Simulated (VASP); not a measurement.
A run of VASP 6.6.1 is set up as follows.

File INCAR:

```
  PREC = Accurate
  ENCUT = 520
  EDIFF = 1E-7
  ISMEAR = -1
  SIGMA = 0.1
  LREAL = False
  LASPH = True
  NELM = 60
  ALGO = Normal
  ISIF = 2
  LWAVE = False
  LCHARG = True
  GGA = PE
  LELF = True
  LVHAR = True
  NBANDS = 34
```

KPOINTS

```
Automatic mesh
0
Gamma
  5 5 5
```

The input POSCAR:

```
CeSb2Rh2
1.0
    0.0000000000      4.4566460000      0.0000000000
    4.4566460000      0.0000000000      0.0000000000
    2.2283230000      2.2283230000     -5.0536540000
Sb Ce Rh
2 1 2
Direct
    0.3750000000      0.3750000000      0.2500000000
    0.6250000000      0.6250000000      0.7500000000
    0.0000000000      0.0000000000      0.0000000000
    0.7500000000      0.2500000000      0.5000000000
    0.2500000000      0.7500000000      0.5000000000
```

Potentials or basis: VASP PAW PBE potentials, release 64 (Sb, Ce, Rh_pv).

Launch:

```bash
$ cat potpaw_PBE.64/Sb/POTCAR potpaw_PBE.64/Ce/POTCAR potpaw_PBE.64/Rh_pv/POTCAR > POTCAR
$ mpirun -np 1 vasp_std > vasp.out
```

Problem. Estimate the largest force.

Solution. 2.223 eV/Å.

Problem. What does it give for the band gap on the k mesh?

Solution. None (metal or under the smearing width).

Forces in eV/Å, atoms in the order of the input:
```
Sb   0.000  0.000 -2.223
Sb   0.000  0.000  2.223
Ce   0.000  0.000  0.000
Rh   0.000  0.000  0.000
Rh   0.000  0.000  0.000
```

Caveat: without U or exact exchange the open f shell lies at the Fermi level, which spoils levels, moments and volumes; forces of over 1 eV/Å show positions far from the minimum, so gaps and moduli don't describe the material at rest. Spin polarisation is off, so any magnetic state and its effect on volume and gap are missing.
